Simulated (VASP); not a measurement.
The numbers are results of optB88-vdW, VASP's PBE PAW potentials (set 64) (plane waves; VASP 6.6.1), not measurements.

VASP ran on this input.

File POSCAR:
```
BN
1
   -0.0000000000     1.8121398978     1.8121398978
    1.8121398978     0.0000000000     1.8121398978
    1.8121398978     1.8121398978     0.0000000000
B N
1 1
Direct
  0.0000000000   0.0000000000   0.0000000000
  0.2500000000   0.2500000000   0.2500000000
```

### INCAR
```
SYSTEM=BN
PREC=Accurate; ENCUT=520; LREAL=.False.
LASPH=.True.; ICHARG=11
EDIFF=1E-7; NELM=100; ALGO=Normal
ISMEAR=0; SIGMA=0.05
GGA=BO; LUSE_VDW=.True.; AGGAC=0.0
PARAM1=0.1833333333; PARAM2=0.22
LWAVE=.False.; LCHARG=.False.; LORBIT=11
```

File KPOINTS:
```
k-points along high-symmetry lines
15
Line-mode
Reciprocal
  0.000000   0.000000   0.000000 ! GAMMA
 -0.500000  -0.500000   0.000000 ! X

 -0.500000  -0.500000   0.000000 ! X
 -0.375000  -0.375000   0.250000 ! U

 -0.375000  -0.000000   0.375000 ! K
  0.000000   0.000000   0.000000 ! GAMMA

  0.000000   0.000000   0.000000 ! GAMMA
 -0.000000  -0.000000   0.500000 ! L

 -0.000000  -0.000000   0.500000 ! L
 -0.500000  -0.250000   0.250000 ! W

 -0.500000  -0.250000   0.250000 ! W
 -0.500000  -0.500000   0.000000 ! X
```

POTCAR, in this order: B N (PBE.64 set). Program: vasp_std. Read from the step before: CHGCAR.

Output

**OSZICAR**
```
       N       E                     dE             d eps       ncg     rms          rms(c)
DAV:   1     0.140890815376E+02    0.14089E+02   -0.52070E+03  1472   0.986E+02
DAV:   2    -0.133781448185E+02   -0.27467E+02   -0.25854E+02  1992   0.168E+02
DAV:   3    -0.135617960682E+02   -0.18365E+00   -0.18365E+00  1744   0.174E+01
DAV:   4    -0.135619467107E+02   -0.15064E-03   -0.15064E-03  1960   0.413E-01
DAV:   5    -0.135619467648E+02   -0.54119E-07   -0.54119E-07  1640   0.639E-03
DAV:   6    -0.135619467649E+02   -0.87653E-10   -0.87656E-10  1904   0.185E-04
   1 F= -.13561947E+02 E0= -.13561947E+02  d E =-.250016E-18
```

OUTCAR:
```
 val. band max:        7.1476230087   @ k =   0.0000   0.0000   0.0000

 cond. band min:      11.8371646908   @ k =  -0.5000  -0.5000   0.0000



 k-point     1 :       0.0000    0.0000    0.0000
  band No.  band energies     occupation
      1     -12.8483      2.00000
      2       7.1476      2.00000
      3       7.1476      2.00000
      4       7.1476      2.00000
      5      16.0196      0.00000
      6      16.0196      0.00000
      7      16.0196      0.00000
      8      17.5756      0.00000

 k-point     2 :      -0.0357   -0.0357    0.0000
  band No.  band energies     occupation
      1     -12.8073      2.00000
      2       7.0359      2.00000
      3       7.0419      2.00000
      4       7.0419      2.00000
      5      15.9490      0.00000
      6      16.1595      0.00000
      7      16.1595      0.00000
      8      17.7047      0.00000

 k-point     3 :      -0.0714   -0.0714    0.0000
  band No.  band energies     occupation
      1     -12.6845      2.00000
      2       6.7150      2.00000
      3       6.7468      2.00000
      4       6.7468      2.00000
      5      15.7692      0.00000
      6      16.5568      0.00000
      7      16.5568      0.00000
      8      18.0385      0.00000

 k-point     4 :      -0.1071   -0.1071    0.0000
  band No.  band energies     occupation
      1     -12.4810      2.00000
      2       6.2204      2.00000
      3       6.3147      2.00000
      4       6.3147      2.00000
      5      15.5217      0.00000
      6      17.1576      0.00000
      7      17.1576      0.00000
      8      18.4732      0.00000

 k-point     5 :      -0.1429   -0.1429    0.0000
  band No.  band energies     occupation
      1     -12.1983      2.00000
      2       5.5934      2.00000
      3       5.8027      2.00000
      4       5.8027      2.00000
      5      15.2242      0.00000
      6      17.9023      0.00000
      7      17.9023      0.00000
      8      18.8937      0.00000
...
```

The density is held fixed in this step, so its total energy and stress have no physical meaning.

The compound is BN in the zinc blende structure. It was relaxed first.
